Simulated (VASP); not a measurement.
Level of theory: revTPSS meta-GGA, VASP's PBE PAW potentials (set 64) (plane waves; VASP).

VASP input:

File KPOINTS:
```
Automatic mesh
0
Gamma
9 9 9
0 0 0
```

**POSCAR**
```
K
1.0
 -2.6595487246   2.6595487246   2.6595487246
  2.6595487246  -2.6595487246   2.6595487246
  2.6595487246   2.6595487246  -2.6595487246
K
1
Cartesian
  0.0000000000   0.0000000000   0.0000000000
```

INCAR:
```
SYSTEM = K
PREC = Accurate
ENCUT = 520
EDIFF = 1E-6
NELM = 100
ALGO = Normal
LREAL = .FALSE.
LASPH = .TRUE.
ISMEAR = 1
SIGMA = 0.1
METAGGA = RTPSS
LMIXTAU = .TRUE.
LWAVE = .FALSE.
LCHARG = .FALSE.
IBRION = 2
ISIF = 3
NSW = 60
EDIFFG = -0.01
```

POTCAR, in this order: K_sv (PBE.64 set). Program: vasp_std.

Output of the run:

File OSZICAR:
```
       N       E                     dE             d eps       ncg     rms          rms(c)
DAV:   1     0.236317228575E+03    0.23632E+03   -0.10470E+04   568   0.295E+04
DAV:   2     0.616867756789E+02   -0.17463E+03   -0.17352E+03  1112   0.484E+03
DAV:   3     0.114979153924E+02   -0.50189E+02   -0.49480E+02  1000   0.502E+02
DAV:   4     0.289327997577E+01   -0.86046E+01   -0.86039E+01  1104   0.733E+02
DAV:   5     0.194559099645E+01   -0.94769E+00   -0.94770E+00  1104   0.193E+02    0.108E+02
DAV:   6    -0.115786125603E+01   -0.31035E+01   -0.12379E+02   584   0.221E+02    0.414E+01
DAV:   7    -0.177795612546E+01   -0.62009E+00   -0.12155E+00  1040   0.115E+01    0.285E+01
DAV:   8    -0.161162209560E+01    0.16633E+00   -0.87431E-02   800   0.330E+00    0.242E+01
DAV:   9    -0.163531246132E+01   -0.23690E-01   -0.32138E-02   888   0.207E+00    0.148E+01
DAV:  10    -0.163823344140E+01   -0.29210E-02   -0.83399E-03   608   0.145E+00    0.135E+01
DAV:  11    -0.165113733119E+01   -0.12904E-01   -0.72014E-02   576   0.392E+00    0.465E+00
DAV:  12    -0.166884940573E+01   -0.17712E-01   -0.45070E-02   576   0.335E+00    0.265E+00
DAV:  13    -0.165829536624E+01    0.10554E-01   -0.38008E-02   560   0.332E+00    0.268E-01
DAV:  14    -0.167651382858E+01   -0.18218E-01   -0.26707E-02   560   0.257E+00    0.630E-01
DAV:  15    -0.145952592043E+01    0.21699E+00   -0.77945E+02   560   0.260E+04    0.719E-01
DAV:  16    -0.166201190820E+01   -0.20249E+00   -0.57905E-02   560   0.117E+02    0.618E-01
DAV:  17    -0.166690178280E+01   -0.48899E-02   -0.57306E-03  1120   0.409E+00    0.330E-01
DAV:  18    -0.166508908312E+01    0.18127E-02   -0.83446E-04   936   0.372E+00    0.140E-01
DAV:  19    -0.166610495879E+01   -0.10159E-02   -0.32009E-03   568   0.375E+00    0.185E-02
DAV:  20    -0.167722115977E+01   -0.11116E-01   -0.11527E-01   560   0.411E+00    0.124E-02
DAV:  21    -0.167724503891E+01   -0.23879E-04   -0.42436E-05   952   0.655E-02    0.108E-02
DAV:  22    -0.167725924987E+01   -0.14211E-04   -0.65982E-06   760   0.245E-02    0.638E-03
DAV:  23    -0.167726430221E+01   -0.50523E-05   -0.32230E-07   976   0.684E-03    0.690E-03
DAV:  24    -0.167730470483E+01   -0.40403E-04   -0.12944E-05   616   0.449E-02    0.114E-02
DAV:  25    -0.167730139599E+01    0.33088E-05   -0.30799E-06   632   0.232E-02    0.949E-03
DAV:  26    -0.167731429423E+01   -0.12898E-04   -0.27174E-06   624   0.236E-02    0.109E-02
DAV:  27    -0.167731450501E+01   -0.21077E-06   -0.18574E-07   608   0.498E-03
   1 F= -.16773145E+01 E0= -.16772212E+01  d E =-.167731E+01
       N       E                     dE             d eps       ncg     rms          rms(c)
DAV:   1    -0.167756801117E+01   -0.25372E-03   -0.66132E-03   648   0.922E-01    0.120E-01
DAV:   2    -0.167731631301E+01    0.25170E-03   -0.71004E-04   728   0.329E-01    0.525E-02
DAV:   3    -0.167728677632E+01    0.29537E-04   -0.33234E-04   848   0.124E-01    0.304E-02
DAV:   4    -0.167730180235E+01   -0.15026E-04   -0.50943E-05   976   0.802E-02    0.628E-03
DAV:   5    -0.167729916976E+01    0.26326E-05   -0.23874E-05   560   0.637E-02    0.147E-02
DAV:   6    -0.167731223568E+01   -0.13066E-04   -0.10041E-05   576   0.415E-02    0.335E-03
DAV:   7    -0.167731271255E+01   -0.47687E-06   -0.10317E-06   592   0.146E-02
   2 F= -.16773127E+01 E0= -.16772189E+01  d E =0.179246E-05
```

### OUTCAR
```
------------------------ aborting loop because EDIFF is reached ----------------------------------------
  FORCE on cell =-STRESS in cart. coord.  units (eV):
  Direction    XX          YY          ZZ          XY          YZ          ZX
  --------------------------------------------------------------------------------------
  Total        0.0057846      0.0057846      0.0057846     -0.0000000     -0.0000000      0.0000000
  in kB        0.1234027      0.1234027      0.1234027     -0.0000000     -0.0000000      0.0000000
  external PRESSURE =       0.1234027 kB  Pullay stress =       0.0000000 kB
  volume of cell :       75.10
      direct lattice vectors                 reciprocal lattice vectors
    -2.657858656  2.657858656  2.657858656     0.000000000  0.188121366  0.188121366
     2.657858656 -2.657858656  2.657858656     0.188121366  0.000000000  0.188121366
     2.657858656  2.657858656 -2.657858656     0.188121366  0.188121366  0.000000000
 POSITION                                       TOTAL-FORCE (eV/Angst)
 -----------------------------------------------------------------------------------
      5.31572      0.00000      0.00000        -0.000000     -0.000000     -0.000000
 -----------------------------------------------------------------------------------
    total drift:                                0.000000     -0.000000      0.000000
  FREE ENERGIE OF THE ION-ELECTRON SYSTEM (eV)
  ---------------------------------------------------
  free  energy   TOTEN  =        -1.6773127126 eV

  energy  without entropy=       -1.6770311638  energy(sigma->0) =       -1.67721886

 reached required accuracy - stopping structural energy minimisation
```
(Selected blocks of OUTCAR.)

### CONTCAR
```
K
   1.00000000000000
    -2.6578586563592705    2.6578586563592705    2.6578586563592705
     2.6578586563592705   -2.6578586563592705    2.6578586563592705
     2.6578586563592705    2.6578586563592705   -2.6578586563592705
  K
     1
Direct
     0.0000000000000000    1.0000000000000000    1.0000000000000000
```

The compound is K in the bcc structure. This run relaxes it. Symmetry was kept, so distortions that lower it aren't found. The start is the result of an earlier pass.
